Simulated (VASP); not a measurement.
Here is a VASP 6.6.1 calculation.

Contents of INCAR:

```
SYSTEM = CsLiCr2Te2S3
  ALGO = Normal
  EDIFF = 1E-6
  EDIFFG = -0.005
  ENCUT = 600
  GGA = PS
  IBRION = 2
  ISIF = 3
  ISMEAR = -1
  ISPIN = 2
  KPAR = 4
  LASPH = .TRUE.
  LCHARG = .FALSE.
  LMAXMIX = 4
  LORBIT = 11
  LREAL = .FALSE.
  LWAVE = .FALSE.
  MAGMOM = 0 0 3 3 0 0 0 0 0
  NELM = 150
  NSW = 40
  PREC = Accurate
  SIGMA = 0.05
```

File KPOINTS:

```
k-points
0
G
  5 5 5
  0 0 0
```

Contents of POSCAR:

```
CsLiCr2Te2S3
1.0
    3.3192900000      1.9163900000      6.8798200000
   -3.3192900000      1.9163900000      6.8798200000
    0.0000000000     -3.8327900000      6.8798200000
Cs Li Cr Te S
1 1 2 2 3
Direct
    0.0000000000      0.0000000000      0.0000000000
    0.5000000000      0.5000000000      0.5000000000
    0.7984800000      0.7984800000      0.7984800000
    0.2015200000      0.2015200000      0.2015200000
    0.6799000000      0.6799000000      0.6799000000
    0.3201000000      0.3201000000      0.3201000000
    0.1362600000      0.8637400000      0.5000000000
    0.5000000000      0.1362600000      0.8637400000
    0.8637400000      0.5000000000      0.1362600000
```

Potentials or basis: VASP PAW PBE potentials, release 64 (Cs_sv, Li_sv, Cr_pv, Te, S).

Launch:

```console
$ cat potpaw_PBE.64/Cs_sv/POTCAR potpaw_PBE.64/Li_sv/POTCAR potpaw_PBE.64/Cr_pv/POTCAR potpaw_PBE.64/Te/POTCAR potpaw_PBE.64/S/POTCAR > POTCAR
$ mpirun -np 4 vasp_std > vasp.out
```

(1) What does it give for the net moment?

(2) Estimate the relaxed volume.

(3) What does it give for the site moments?

## Answers

(1) 4.00 μB per cell.

(2) 26.41 Å³/atom.

(3) Cs -0.01; Li +0.01; Cr +2.19; Te -0.18; S -0.07 μB.

Caveat: the cutoff is under 1.25 times the usual one of these potentials, so pressure, stress and relaxed cells hold a basis-set (Pulay) error; the PAW data sets were made with another functional, which shifts forces and pressure a little.
